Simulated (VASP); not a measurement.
Computed with PBEsol GGA, VASP's PBE PAW potentials (set 64) (plane waves; VASP).

Input for VASP

INCAR:
```
# general
SYSTEM   =  CsSnI3
PREC     =  Accurate
ENCUT    =  210
LREAL    =  Auto
LASPH    =  T

# electronic loop
EDIFF    =  1E-04
NELM     =  100
ALGO     =  Normal
LMAXMIX  =  4

# smearing
ISMEAR   =  0
SIGMA    =  0.01

# functional
GGA      =  PS

# ions
ISIF     =  2

# output
LWAVE    =  F
LCHARG   =  F
```

**KPOINTS**
```
Regular mesh
0
G
 4 4 4
0 0 0
```

**POSCAR**
```
CsSnI3
17.96460
  0.5899196197   0.0000000000   0.0000000000
  0.0000000000   0.2662330361   0.0000000000
  0.0000000000   0.0000000000   1.0000000000
Cs Sn I
4 4 12
Direct
  0.5841500000   0.2500000000   0.1699000000
  0.4158500000   0.7500000000   0.8301000000
  0.9158500000   0.7500000000   0.6699000000
  0.0841500000   0.2500000000   0.3301000000
  0.8413600000   0.2500000000   0.9381000000
  0.1586400000   0.7500000000   0.0619000000
  0.6586400000   0.7500000000   0.4381000000
  0.3413600000   0.2500000000   0.5619000000
  0.5268500000   0.7500000000   0.6156000000
  0.4731500000   0.2500000000   0.3844000000
  0.9731500000   0.2500000000   0.1156000000
  0.0268500000   0.7500000000   0.8844000000
  0.7940100000   0.7500000000   0.2913600000
  0.2059900000   0.2500000000   0.7086400000
  0.7059900000   0.2500000000   0.7913600000
  0.2940100000   0.7500000000   0.2086400000
  0.6661100000   0.7500000000   0.9986300000
  0.3338900000   0.2500000000   0.0013700000
  0.8338900000   0.2500000000   0.4986300000
  0.1661100000   0.7500000000   0.5013700000
```

POTCAR, in this order: Cs_sv Sn_d I (PBE.64 set). Program: vasp_std.

What VASP printed:

File OSZICAR:
```
       N       E                     dE             d eps       ncg     rms          rms(c)
DAV:   1     0.103613302932E+04    0.10361E+04   -0.46025E+04  6342   0.770E+02
DAV:   2     0.539757081165E+02   -0.98216E+03   -0.95281E+03  6928   0.225E+02
DAV:   3    -0.577525112636E+02   -0.11173E+03   -0.11101E+03  6596   0.896E+01
DAV:   4    -0.614700519466E+02   -0.37175E+01   -0.37040E+01  6428   0.194E+01
DAV:   5    -0.615840568836E+02   -0.11400E+00   -0.11395E+00  6596   0.318E+00    0.775E+00
DAV:   6    -0.604104917576E+02    0.11736E+01   -0.16199E+00  6361   0.411E+00    0.543E+00
DAV:   7    -0.603633005344E+02    0.47191E-01   -0.14600E+00  6716   0.283E+00    0.198E+00
DAV:   8    -0.603557448088E+02    0.75557E-02   -0.24155E-01  6139   0.145E+00    0.126E+00
DAV:   9    -0.603586091555E+02   -0.28643E-02   -0.14758E-02  6380   0.330E-01    0.619E-01
DAV:  10    -0.603595824300E+02   -0.97327E-03   -0.63698E-03  6619   0.218E-01    0.115E-01
DAV:  11    -0.603599005470E+02   -0.31812E-03   -0.62379E-04  5420   0.653E-02    0.863E-02
DAV:  12    -0.603600327080E+02   -0.13216E-03   -0.13223E-04  3740   0.341E-02    0.397E-02
DAV:  13    -0.603601259213E+02   -0.93213E-04   -0.18762E-04  4148   0.290E-02
   1 F= -.60360126E+02 E0= -.60360126E+02  d E =-.104397E-13
```

### OUTCAR
```
------------------------ aborting loop because EDIFF is reached ----------------------------------------
  FORCE on cell =-STRESS in cart. coord.  units (eV):
  Direction    XX          YY          ZZ          XY          YZ          ZX
  --------------------------------------------------------------------------------------
  Total      -12.1746613    -12.4386994    -12.6610355      0.0000000      0.0000000      0.0000000
  in kB      -21.4220007    -21.8865906    -22.2778035      0.0000000      0.0000000      0.0000000
  external PRESSURE =     -21.8621316 kB  Pullay stress =       0.0000000 kB
  volume of cell :      910.56
      direct lattice vectors                 reciprocal lattice vectors
    10.597670000  0.000000000  0.000000000     0.094360364  0.000000000  0.000000000
     0.000000000  4.782770000  0.000000000     0.000000000  0.209083857  0.000000000
     0.000000000  0.000000000 17.964600000     0.000000000  0.000000000  0.055665030
 POSITION                                       TOTAL-FORCE (eV/Angst)
 -----------------------------------------------------------------------------------
      6.19063      1.19569      3.05219        -0.014758     -0.000000      0.005700
      4.40704      3.58708     14.91241         0.014758      0.000000     -0.005700
      9.70588      3.58708     12.03449         0.014758     -0.000000      0.005700
      0.89179      1.19569      5.93011        -0.014758     -0.000000     -0.005700
      8.91646      1.19569     16.85259         0.021898      0.000000      0.028008
      1.68121      3.58708      1.11201        -0.021898     -0.000000     -0.028008
      6.98005      3.58708      7.87029        -0.021898     -0.000000      0.028008
      3.61762      1.19569     10.09431         0.021898     -0.000000     -0.028008
      5.58338      3.58708     11.05901        -0.053170     -0.000000     -0.117933
      5.01429      1.19569      6.90559         0.053170     -0.000000      0.117933
     10.31312      1.19569      2.07671         0.053170     -0.000000     -0.117933
      0.28455      3.58708     15.88789        -0.053170      0.000000      0.117933
      8.41466      3.58708      5.23417        -0.014836      0.000000      0.040601
      2.18301      1.19569     12.73043         0.014836     -0.000000     -0.040601
      7.48185      1.19569     14.21647         0.014836     -0.000000      0.040601
      3.11582      3.58708      3.74813        -0.014836     -0.000000     -0.040601
      7.05921      3.58708     17.93999         0.042086     -0.000000     -0.041795
      3.53846      1.19569      0.02461        -0.042086      0.000000      0.041795
      8.83729      1.19569      8.95769        -0.042086     -0.000000     -0.041795
      1.76038      3.58708      9.00691         0.042086      0.000000      0.041795
 -----------------------------------------------------------------------------------
    total drift:                               -0.000000      0.000000      0.000000
  FREE ENERGIE OF THE ION-ELECTRON SYSTEM (eV)
  ---------------------------------------------------
  free  energy   TOTEN  =       -60.3601259213 eV

  energy  without entropy=      -60.3601259213  energy(sigma->0) =      -60.36012592
```
(Selected blocks of OUTCAR.)

At this cut-off the stress carries a Pulay error, which pulls relaxed volumes low.

The structure comes from a computed database's CsSnI3 entry; how it stands against other phases isn't given here. The cell was not relaxed at this level. The run is one of a series of settings (EDIFF = 1E-04, ENCUT = 210, KPOINTS 4×4×4 Γ-centred mesh against the base run), some of them coarse on purpose.
